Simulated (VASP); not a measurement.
AlP (zinc blende): the LDA gap over mesh and path against the volume, with the cell scaled uniformly; LDA's own equilibrium is at 20.070 Å³/atom. VASP (PAW), 400 eV cut-off, 9×9×9 Γ-centred mesh, Gaussian smearing of 0.050 eV, potentials Al P.  Fit the value as a straight line in ln V.

| V (Å³/atom) | LDA gap over mesh and path (eV) |
|---|---|
| 17.661 | 1.136 |
| 18.263 | 1.215 |
| 18.865 | 1.288 |
| 19.468 | 1.355 |
| 20.07 | 1.416 |
| 20.672 | 1.472 |

Question: Fit the rows as the text says and predict the value at 21.274.

Answer: The slope against ln V is 2.14 eV, the volume deformation potential of this gap. The line misses the rows by up to 0.006 and gives 1.539 at 21.274. The run gave 1.523, -0.016 from the line.

Left out are failed runs and those whose mesh is unfit for this quantity.

The compound is AlP in the zinc blende structure.
